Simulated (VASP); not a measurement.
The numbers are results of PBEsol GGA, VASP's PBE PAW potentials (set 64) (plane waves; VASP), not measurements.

VASP input:

**POSCAR**
```
Ir
8.82790
  0.3082154333   0.0000000000   0.0000000000
 -0.1541077166   0.2669223461   0.0000000000
  0.0000000000   0.0000000000   0.5000000095
Ir
2
Cart
 -0.0000001541   0.1779483197   0.1250000024
  0.1541078707   0.0889740264   0.3750000071
```

### INCAR
```
ALGO = Normal   ! blocked Davidson
NELM = 100   ! most electronic steps
LASPH = T
LMAXMIX = 6   ! l cut-off of mixed one-centre charges
POTIM = 0.015
NSW = 1   ! most ionic steps
SIGMA = 0.1
EDIFF = 1E-7   ! SCF stop (eV)
IBRION = 6   ! finite differences
ISIF = 3   ! ions, shape and volume
NFREE = 2
LCHARG = F
ENCUT = 530
ISMEAR = 1   ! Methfessel-Paxton
PREC = Accurate
GGA = PS   ! PBEsol
SYSTEM = Ir
LREAL = F
LWAVE = F
```

**KPOINTS**
```
Automatic
0
gamma
  14 14 8
```

POTCAR, in this order: Ir (PBE.64 set). Program: vasp_std.

The run wrote:

File OUTCAR:
```
 ion  position               nearest neighbor table
   1  0.333  0.667  0.250-   2 2.71   2 2.71   2 2.71   2 2.71   2 2.71   2 2.71
   2  0.667  0.333  0.750-   1 2.71   1 2.71   1 2.71   1 2.71   1 2.71   1 2.71
  LATTYP: Found a hexagonal cell.
 ALAT       =     2.7208950232
 C/A-ratio  =     1.6222419632
 Subroutine PRICEL returns:
 Original cell was already a primitive cell.
 Subroutine GETGRP returns: Found 24 space group operations
The static configuration has the point symmetry D_3d.
 The point group associated with its full space group is D_6h.
The dynamic configuration has the point symmetry D_3d.
 Subroutine INISYM returns: Found 24 space group operations
 Subroutine IBZKPT returns following result:
 Found    120 irreducible k-points:

 Following reciprocal coordinates:
            Coordinates               Weight
  0.000000  0.000000  0.000000      1.000000
  0.071429  0.000000  0.000000      6.000000
  0.142857  0.000000  0.000000      6.000000
  0.214286  0.000000  0.000000      6.000000
  0.285714  0.000000  0.000000      6.000000
  0.357143  0.000000  0.000000      6.000000
  0.428571  0.000000  0.000000      6.000000
  0.500000  0.000000  0.000000      3.000000
  0.071429  0.071429  0.000000      6.000000
  0.142857  0.071429  0.000000     12.000000
  0.214286  0.071429  0.000000     12.000000
  0.285714  0.071429  0.000000     12.000000
  0.357143  0.071429  0.000000     12.000000
  0.428571  0.071429  0.000000     12.000000
  0.142857  0.142857  0.000000      6.000000
  0.214286  0.142857  0.000000     12.000000
  0.285714  0.142857  0.000000     12.000000
  0.357143  0.142857  0.000000     12.000000
  0.428571  0.142857  0.000000      6.000000
  0.214286  0.214286  0.000000      6.000000
  0.285714  0.214286  0.000000     12.000000
  0.357143  0.214286  0.000000     12.000000
...
```

OSZICAR:
```
...
DAV:   3    -0.194744848080E+02    0.77484E-02   -0.14611E-02 13812   0.108E+00    0.138E-01
DAV:   4    -0.194744643115E+02    0.20496E-04   -0.94468E-04 15132   0.439E-01    0.348E-02
DAV:   5    -0.194744538112E+02    0.10500E-04   -0.42163E-05 15155   0.566E-02    0.934E-03
DAV:   6    -0.194744539183E+02   -0.10716E-06   -0.37743E-06 14750   0.194E-02    0.377E-03
DAV:   7    -0.194744539580E+02   -0.39665E-07   -0.97448E-08  8631   0.337E-03
   9 F= -.19474454E+02 E0= -.19474082E+02  d E =-.111613E-02
       N       E                     dE             d eps       ncg     rms          rms(c)
DAV:   1    -0.195163525972E+02   -0.41899E-01   -0.11638E+00 11639   0.965E+00    0.512E-01
DAV:   2    -0.194982872641E+02    0.18065E-01   -0.14335E-02 14294   0.144E+00    0.282E-01
DAV:   3    -0.194817872901E+02    0.16500E-01   -0.59217E-03 11938   0.701E-01    0.101E-01
DAV:   4    -0.194780895473E+02    0.36977E-02   -0.74833E-04 13496   0.305E-01    0.194E-02
DAV:   5    -0.194771957381E+02    0.89381E-03   -0.43937E-05 13064   0.656E-02    0.873E-03
DAV:   6    -0.194770704356E+02    0.12530E-03   -0.23843E-06 13459   0.158E-02    0.117E-03
DAV:   7    -0.194770491960E+02    0.21240E-04   -0.90644E-08  7419   0.319E-03    0.365E-04
DAV:   8    -0.194770503530E+02   -0.11569E-05   -0.16354E-08  6532   0.141E-03    0.120E-04
DAV:   9    -0.194770501004E+02    0.25252E-06   -0.47682E-09  6622   0.851E-04    0.345E-05
DAV:  10    -0.194770502254E+02   -0.12493E-06   -0.16984E-09  6502   0.472E-04    0.245E-05
DAV:  11    -0.194770502406E+02   -0.15287E-07   -0.61456E-10  6502   0.309E-04
  10 F= -.19477050E+02 E0= -.19476642E+02  d E =-.122553E-02
       N       E                     dE             d eps       ncg     rms          rms(c)
DAV:   1    -0.194998283127E+02   -0.22778E-01   -0.12823E+00 11550   0.917E+00    0.792E-01
DAV:   2    -0.194824358943E+02    0.17392E-01   -0.21757E-02 14194   0.173E+00    0.399E-01
DAV:   3    -0.194771150456E+02    0.53208E-02   -0.96412E-03 12025   0.840E-01    0.149E-01
DAV:   4    -0.194770541411E+02    0.60905E-04   -0.63132E-04 13180   0.363E-01    0.297E-02
DAV:   5    -0.194770504681E+02    0.36729E-05   -0.22373E-05 13337   0.392E-02    0.859E-03
DAV:   6    -0.194770505797E+02   -0.11154E-06   -0.18792E-06 13044   0.124E-02    0.251E-03
DAV:   7    -0.194770505951E+02   -0.15408E-07   -0.45869E-08  7541   0.228E-03
  11 F= -.19477051E+02 E0= -.19476642E+02  d E =-.122557E-02
       N       E                     dE             d eps       ncg     rms          rms(c)
DAV:   1    -0.194847988835E+02   -0.77483E-02   -0.11087E+00 11729   0.870E+00    0.499E-01
DAV:   2    -0.194786959561E+02    0.61029E-02   -0.13138E-02 14012   0.131E+00    0.273E-01
DAV:   3    -0.194766417650E+02    0.20542E-02   -0.49211E-03 12262   0.607E-01    0.927E-02
DAV:   4    -0.194769055668E+02   -0.26380E-03   -0.53018E-04 13243   0.262E-01    0.168E-02
DAV:   5    -0.194770259322E+02   -0.12037E-03   -0.31722E-05 13147   0.530E-02    0.699E-03
DAV:   6    -0.194770455857E+02   -0.19653E-04   -0.16983E-06 13213   0.132E-02    0.116E-03
DAV:   7    -0.194770496549E+02   -0.40692E-05   -0.62538E-08  7404   0.255E-03    0.353E-04
DAV:   8    -0.194770498179E+02   -0.16302E-06   -0.10041E-08  6492   0.115E-03    0.960E-05
DAV:   9    -0.194770498987E+02   -0.80751E-07   -0.25597E-09  6552   0.600E-04
  12 F= -.19477050E+02 E0= -.19476639E+02  d E =-.123167E-02
       N       E                     dE             d eps       ncg     rms          rms(c)
DAV:   1    -0.194997257449E+02   -0.22676E-01   -0.14334E+00 11627   0.962E+00    0.791E-01
DAV:   2    -0.194824258442E+02    0.17300E-01   -0.22352E-02 13987   0.176E+00    0.400E-01
DAV:   3    -0.194771136712E+02    0.53122E-02   -0.96705E-03 12049   0.843E-01    0.150E-01
DAV:   4    -0.194770536035E+02    0.60068E-04   -0.62948E-04 13158   0.363E-01    0.290E-02
DAV:   5    -0.194770499045E+02    0.36990E-05   -0.22087E-05 13288   0.387E-02    0.854E-03
DAV:   6    -0.194770500295E+02   -0.12499E-06   -0.18962E-06 13061   0.128E-02    0.239E-03
DAV:   7    -0.194770500407E+02   -0.11202E-07   -0.45562E-08  7358   0.222E-03
  13 F= -.19477050E+02 E0= -.19476639E+02  d E =-.123171E-02
       N       E                     dE             d eps       ncg     rms          rms(c)
DAV:   1    -0.194835370521E+02   -0.64870E-02   -0.14223E+00 13215   0.914E+00    0.312E-01
DAV:   2    -0.194821234220E+02    0.14136E-02   -0.29615E-02 19187   0.195E+00    0.201E-01
DAV:   3    -0.194785557084E+02    0.35677E-02   -0.38220E-03 14005   0.521E-01    0.315E-02
DAV:   4    -0.194783560295E+02    0.19968E-03   -0.33475E-04 15816   0.182E-01    0.170E-02
DAV:   5    -0.194783327956E+02    0.23234E-04   -0.22974E-05 14807   0.405E-02    0.315E-03
DAV:   6    -0.194783297078E+02    0.30877E-05   -0.10100E-06 17602   0.962E-03    0.112E-03
DAV:   7    -0.194783283417E+02    0.13661E-05   -0.19385E-08  7230   0.135E-03    0.311E-04
DAV:   8    -0.194783282417E+02    0.99951E-07   -0.96788E-09  7045   0.911E-04
  14 F= -.19478328E+02 E0= -.19477924E+02  d E =-.121137E-02
       N       E                     dE             d eps       ncg     rms          rms(c)
DAV:   1    -0.194775739753E+02    0.75437E-03   -0.18713E+00 13120   0.823E+00    0.194E-01
DAV:   2    -0.194789898298E+02   -0.14159E-02   -0.22290E-02 15633   0.164E+00    0.129E-01
DAV:   3    -0.194783804609E+02    0.60937E-03   -0.14659E-03 14210   0.297E-01    0.356E-02
DAV:   4    -0.194783363580E+02    0.44103E-04   -0.15661E-04 17277   0.967E-02    0.140E-02
DAV:   5    -0.194783279083E+02    0.84497E-05   -0.24853E-05 14568   0.393E-02    0.195E-03
DAV:   6    -0.194783277868E+02    0.12143E-06   -0.12206E-06 17811   0.981E-03    0.852E-04
DAV:   7    -0.194783277760E+02    0.10800E-07   -0.62698E-08  7140   0.251E-03
  15 F= -.19478328E+02 E0= -.19477924E+02  d E =-.121139E-02
       N       E                     dE             d eps       ncg     rms          rms(c)
DAV:   1    -0.194751293116E+02    0.31985E-02   -0.18245E+00  4368   0.893E+00    0.153E-01
DAV:   2    -0.194773397596E+02   -0.22104E-02   -0.23795E-02  5581   0.188E+00    0.932E-02
DAV:   3    -0.194772501249E+02    0.89635E-04   -0.64606E-04  5018   0.216E-01    0.602E-02
DAV:   4    -0.194772567117E+02   -0.65868E-05   -0.38353E-04  5168   0.144E-01    0.105E-02
DAV:   5    -0.194772656253E+02   -0.89137E-05   -0.23829E-05  5003   0.430E-02    0.426E-03
DAV:   6    -0.194772762575E+02   -0.10632E-04   -0.38057E-06  5690   0.167E-02    0.119E-03
DAV:   7    -0.194772792970E+02   -0.30395E-05   -0.17509E-07  3548   0.371E-03    0.418E-04
DAV:   8    -0.194772817669E+02   -0.24700E-05   -0.28533E-08  2674   0.162E-03    0.131E-04
DAV:   9    -0.194772823146E+02   -0.54769E-06   -0.74728E-09  2584   0.108E-03    0.591E-05
DAV:  10    -0.194772825641E+02   -0.24948E-06   -0.24807E-09  2594   0.603E-04    0.203E-05
DAV:  11    -0.194772826930E+02   -0.12893E-06   -0.92135E-10  2549   0.361E-04    0.181E-05
DAV:  12    -0.194772826976E+02   -0.45322E-08   -0.34309E-10  2579   0.234E-04
  16 F= -.19477283E+02 E0= -.19476877E+02  d E =-.121726E-02
       N       E                     dE             d eps       ncg     rms          rms(c)
DAV:   1    -0.194740494716E+02    0.32332E-02   -0.31571E+00  4383   0.116E+01    0.223E-01
DAV:   2    -0.194777933438E+02   -0.37439E-02   -0.41630E-02  5668   0.248E+00    0.143E-01
DAV:   3    -0.194775007417E+02    0.29260E-03   -0.10508E-03  4968   0.268E-01    0.903E-02
DAV:   4    -0.194772931671E+02    0.20757E-03   -0.61616E-04  5063   0.190E-01    0.173E-02
DAV:   5    -0.194772839191E+02    0.92480E-05   -0.44544E-05  4993   0.568E-02    0.644E-03
DAV:   6    -0.194772827816E+02    0.11375E-05   -0.69400E-06  5718   0.235E-02    0.161E-03
DAV:   7    -0.194772827657E+02    0.15888E-07   -0.22247E-07  4210   0.436E-03
  17 F= -.19477283E+02 E0= -.19476877E+02  d E =-.121718E-02
```

OUTCAR:
```
------------------------ aborting loop because EDIFF is reached ----------------------------------------
  FORCE on cell =-STRESS in cart. coord.  units (eV):
  Direction    XX          YY          ZZ          XY          YZ          ZX
  --------------------------------------------------------------------------------------
  Total        0.0133324      0.0133324      0.0166240      0.0000000      0.0000000      0.0000000
  in kB        0.7548103      0.7548100      0.9411597      0.0000000      0.0000000      0.0000000
  external PRESSURE =       0.8169267 kB  Pullay stress =       0.0000000 kB
  volume of cell :       28.30
      direct lattice vectors                 reciprocal lattice vectors
     2.720895023  0.000000000  0.000000000     0.367526123  0.212191345  0.000000000
    -1.360447512  2.356363780  0.000000000     0.000000000  0.424382690  0.000000000
     0.000000000  0.000000000  4.413950084     0.000000000  0.000000000  0.226554442
 POSITION                                       TOTAL-FORCE (eV/Angst)
 -----------------------------------------------------------------------------------
     -0.00000      1.57091      1.08849        -0.000000     -0.000000      0.219972
      1.36045      0.78545      3.31046         0.000000      0.000000     -0.219972
 -----------------------------------------------------------------------------------
    total drift:                               -0.000039      0.000023     -0.002069
  FREE ENERGIE OF THE ION-ELECTRON SYSTEM (eV)
  ---------------------------------------------------
  free  energy   TOTEN  =       -19.4772827657 eV

  energy  without entropy=      -19.4760655857  energy(sigma->0) =      -19.47687704

   1 f  =    6.105706 THz    38.363282 2PiTHz  203.664430 cm-1    25.251160 meV
             X         Y         Z           dx          dy          dz
     -0.000001  1.570910  1.103488    -0.000000    0.000000   -0.707107
      1.360449  0.785454  3.310463     0.000000    0.000000    0.707107

   2 f  =    3.692283 THz    23.199296 2PiTHz  123.161291 cm-1    15.270047 meV
             X         Y         Z           dx          dy          dz
     -0.000001  1.570910  1.103488     0.707107   -0.000000   -0.000000
      1.360449  0.785454  3.310463    -0.707107    0.000000    0.000000

   3 f  =    3.692282 THz    23.199292 2PiTHz  123.161269 cm-1    15.270044 meV
             X         Y         Z           dx          dy          dz
     -0.000001  1.570910  1.103488     0.000000    0.707107    0.000000
      1.360449  0.785454  3.310463    -0.000000   -0.707107    0.000000

   4 f  =    0.000000 THz     0.000000 2PiTHz    0.000001 cm-1     0.000000 meV
             X         Y         Z           dx          dy          dz
     -0.000001  1.570910  1.103488     0.707107    0.000000    0.000000
      1.360449  0.785454  3.310463     0.707107    0.000000    0.000000

   5 f  =    0.000000 THz     0.000000 2PiTHz    0.000000 cm-1     0.000000 meV
             X         Y         Z           dx          dy          dz
     -0.000001  1.570910  1.103488     0.000000   -0.000000    0.707107
      1.360449  0.785454  3.310463    -0.000000    0.000000    0.707107

   6 f/i=    0.000000 THz     0.000000 2PiTHz    0.000001 cm-1     0.000000 meV
             X         Y         Z           dx          dy          dz
     -0.000001  1.570910  1.103488    -0.000000    0.707107    0.000000
      1.360449  0.785454  3.310463    -0.000000    0.707107    0.000000

 ELASTIC MODULI CONTR FROM IONIC RELAXATION (kBar)
 Direction    XX          YY          ZZ          XY          YZ          ZX
 --------------------------------------------------------------------------------
 XX         -52.4527     52.4527     -0.0000      0.0000      0.0000      0.0000
 YY          52.4527    -52.4527      0.0000     -0.0000      0.0000      0.0000
 ZZ          -0.0000      0.0000     -0.0000     -0.0000      0.0000      0.0000
 XY           0.0000     -0.0000     -0.0000    -52.4527      0.0000      0.0000
 YZ           0.0000      0.0000      0.0000      0.0000      0.0000      0.0000
 ZX           0.0000      0.0000      0.0000      0.0000      0.0000      0.0000
 --------------------------------------------------------------------------------

 TOTAL ELASTIC MODULI (kBar)
 Direction    XX          YY          ZZ          XY          YZ          ZX
 --------------------------------------------------------------------------------
 XX        6650.8332   2248.0350   2623.3588      0.0000     -0.0000      0.0000
 YY        2248.0350   6650.8283   2623.3579     -0.0000     -0.0000      0.0000
 ZZ        2623.3588   2623.3579   6562.8817     -0.0000      0.0000      0.0000
 XY           0.0000     -0.0000     -0.0000   2201.3979     -0.0000      0.0000
 YZ          -0.0000     -0.0000      0.0000      0.0000    947.8731      0.0000
 ZX           0.0000      0.0000      0.0000      0.0000      0.0000    947.8736
 --------------------------------------------------------------------------------
```
(Selected blocks of OUTCAR.)

Finite-difference elastic constants of metals are sensitive to mesh and smearing; shear constants can be off by tens of GPa.

The structure was generated: Ir was put into the hcp type (P6_3/mmc), which need not be its known phase. It was relaxed first.
